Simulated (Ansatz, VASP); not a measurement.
Two plane-wave programs on AlBN

File INCAR:

```
ALGO = Normal ; EDIFF = 1E-6
EDIFFG = -0.04 ; ENCUT = 600
GGA = PE ; IBRION = 2
ISIF = 3 ; ISMEAR = 0
LASPH = True ; LCHARG = False
LREAL = False ; LWAVE = False
NELM = 60 ; NSW = 90
PREC = Accurate ; SIGMA = 0.1
```

File KPOINTS:

```
k-points
0
Gamma
  4 4 6
```

POSCAR

```
AlBN
1.0
    4.1125264035      0.0000000000      0.0000000000
    0.0000000000      4.1125264035      0.0000000000
    0.0000000000      0.0000000000      2.6788320950
Al B N
1 1 1
Direct
    0.0000000000      0.0000000000      0.0000000000
    0.5000000000      0.5000000000      0.0000000000
    0.5000000000      0.5000000000      0.5000000000
```

Input for Ansatz:

```yaml
crystal:
  lattice:
    - [4.1125264035, 0.0, 0.0]
    - [0.0, 4.1125264035, 0.0]
    - [0.0, 0.0, 2.678832095]
  atoms:
    - { symbol: Al, position: [0.0, 0.0, 0.0] }
    - { symbol: B, position: [0.5, 0.5, 0.0] }
    - { symbol: "N", position: [0.5, 0.5, 0.5] }
basis:
  ecutwfc: 420
kpoints:
  mp_grid: { grid: [4, 4, 6] }
hamiltonian:
  xc: pbe
scf:
  occupations: { method: gaussian, width: 0.1 }
  lower_state_search: "off"
output:
  forces: true
  stress: true
  eigenvalues: true
relax:
  adjacent_minimum: "off"
  f_tol: 0.04
  max_steps: 70
  cell: { stress_tol: 0.4 }
```

Alike in both runs: task relaxation of cell and atoms; functional PBE; k mesh 4 × 4 × 6; occupations gaussian, width 0.1 eV; no spin polarisation.

```csv
,VASP,Ansatz
version,VASP 6.6.1,Ansatz 0.2.0
potentials or method,"VASP PAW PBE potentials, release 64 (Al, B, N)","scalar-relativistic, plane waves, PAW"
plane-wave cutoff (eV),600,420
valence electrons in the cell,11,11
```

Ansatz gave:

| Property | Result |
| --- | --- |
| gap on the k mesh at the Fermi level, each at its own relaxed structure (eV) | none |
| relaxed volume (Å³/atom) | 16.91 |
| relaxed cell length with the largest relative difference (Å) | 4.369 |
| energy change over the relaxation (meV/atom) | -26 |

Which values does VASP return?

gap on the k mesh at the Fermi level, each at its own relaxed structure (eV): none; relaxed volume (Å³/atom): 16.99; relaxed cell length with the largest relative difference (Å): 4.380; energy change over the relaxation (meV/atom): -25.

A gap of «none» marks a metal or a gap that the smearing closes.

Caveats: the k mesh is coarse (spacing up to 0.39 Å⁻¹), so the values aren't converged.
